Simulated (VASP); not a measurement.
Here is a VASP 6.6.1 calculation.

Contents of INCAR:

```
PREC = Accurate ; ENCUT = 600
EDIFF = 1E-6 ; ISMEAR = 0
SIGMA = 0.02 ; LREAL = F
LASPH = T ; NELM = 100
ALGO = Normal ; ISIF = 3
LWAVE = F ; LCHARG = F
IBRION = 2 ; NSW = 70
EDIFFG = -0.005
```

KPOINTS

```
regular mesh
0
Gamma
  6 6 6
```

POSCAR

```
K2LiAlH6
1.0
    0.0000000000      3.9149320482      3.9149320482
    3.9149320482      0.0000000000      3.9149320482
    3.9149320482      3.9149320482      0.0000000000
K Li Al H
2 1 1 6
Direct
    0.7500000000      0.7500000000      0.7500000000
    0.2500000000      0.2500000000      0.2500000000
    0.5000000000      0.5000000000      0.5000000000
    0.0000000000      0.0000000000      0.0000000000
    0.7714411720      0.2285588280      0.2285588280
    0.7714411720      0.2285588280      0.7714411720
    0.2285588280      0.7714411720      0.7714411720
    0.2285588280      0.7714411720      0.2285588280
    0.2285588280      0.2285588280      0.7714411720
    0.7714411720      0.7714411720      0.2285588280
```

Potentials or basis: VASP PAW LDA potentials, release 64 (K_sv, Li_sv, Al, H).

Launch:

```sh
$ cat potpaw_LDA.64/K_sv/POTCAR potpaw_LDA.64/Li_sv/POTCAR potpaw_LDA.64/Al/POTCAR potpaw_LDA.64/H/POTCAR > POTCAR
$ mpirun -np 1 vasp_std > vasp.out
```

What does it give for the relaxed volume?

10.90 Å³/atom.

Predict the band gap on the k mesh.

2.32 eV, indirect (least direct gap 2.97 eV).

Predict the relaxed cell.

a = 5.363 Å, b = 5.363 Å, c = 5.363 Å, α = 60.00°, β = 60.00°, γ = 60.00°.

Forces in eV/Å, atoms in the order of the input:
```
K    0.000  0.000  0.000
K    0.000  0.000  0.000
Li   0.000  0.000  0.000
Al   0.000  0.000  0.000
H    0.004  0.000  0.000
H    0.000 -0.004  0.000
H   -0.004  0.000  0.000
H    0.000  0.004  0.000
H    0.000  0.000  0.004
H    0.000  0.000 -0.004
```

Caveat: the cutoff is under 1.25 times the usual one of these potentials, so pressure, stress and relaxed cells hold a basis-set (Pulay) error. A k mesh can miss the band edges.
